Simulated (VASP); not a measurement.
OSZICAR of a VASP run on W (bcc):

OSZICAR:
```
       N       E                     dE             d eps       ncg     rms          rms(c)
DAV:   1     0.751137493634E+02    0.75114E+02   -0.78562E+03  3198   0.146E+03
DAV:   2    -0.126589372617E+02   -0.87773E+02   -0.84879E+02  3406   0.336E+02
DAV:   3    -0.141409720694E+02   -0.14820E+01   -0.14731E+01  3631   0.427E+01
DAV:   4    -0.141482353507E+02   -0.72633E-02   -0.72618E-02  3472   0.323E+00
DAV:   5    -0.141482883763E+02   -0.53026E-04   -0.53027E-04  3547   0.280E-01    0.246E+01
DAV:   6    -0.136698427577E+02    0.47845E+00   -0.50096E-01  3400   0.959E+00    0.105E+01
DAV:   7    -0.135330755996E+02    0.13677E+00   -0.28457E-01  3487   0.672E+00    0.477E-01
DAV:   8    -0.135277061345E+02    0.53695E-02   -0.40095E-03  3328   0.100E+00    0.945E-02
DAV:   9    -0.135277227560E+02   -0.16622E-04   -0.45496E-05  3600   0.922E-02    0.581E-02
DAV:  10    -0.135277238534E+02   -0.10974E-05   -0.92102E-06  3506   0.442E-02    0.603E-03
DAV:  11    -0.135277239464E+02   -0.93022E-07   -0.10943E-07  2282   0.447E-03
   1 F= -.13527724E+02 E0= -.13527571E+02  d E =-.459222E-03
```

Question: Which electronic solver shows in the log?

Answer: It is blocked Davidson (ALGO = Normal, or the opening steps of other solvers). The INCAR had ALGO = Normal.

Question: Can the final energy be trusted as converged?

Answer: Self-consistency was reached. It stopped with EDIFF = 1E-7, NELM = 100 (AM05 GGA, plane waves, VASP's PBE PAW potentials (set 64)).

The compound is W in the bcc structure. This cell is one point of a volume scan, at 0.94 of the reference volume.
